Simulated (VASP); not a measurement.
Given:

```yaml
crystal:
  lattice:
    - [-1.94610, 1.94610, 1.06182]
    - [1.94610, -1.94610, 1.06182]
    - [1.94610, 1.94610, -1.06182]
  atoms:
    - { symbol: Be, position: [0.75000, 0.25000, 0.50000] }
    - { symbol: Be, position: [0.00000, 0.00000, 0.00000] }
```

These are PBE GGA, VASP's PBE PAW potentials (set 64) (plane waves; VASP 6.6.1) values and carry that method's errors. Settings: 300 eV cut-off, 12×12×12 Γ-centred mesh, Fermi-Dirac smearing of 0.10 eV, potentials Be.

At this cut-off the stress carries a Pulay error, which pulls relaxed volumes low.

### Question
Give the stress tensor in GPa (positive for a compressed cell).

### Answer

```
21.71   0.00   0.00
 0.00  21.71   0.00
 0.00   0.00   1.60
```
The pressure is its mean diagonal, 15.01 GPa.

The structure was generated: Be was put into an ordered model structure, which need not be its known phase. The cell was not relaxed at this level.
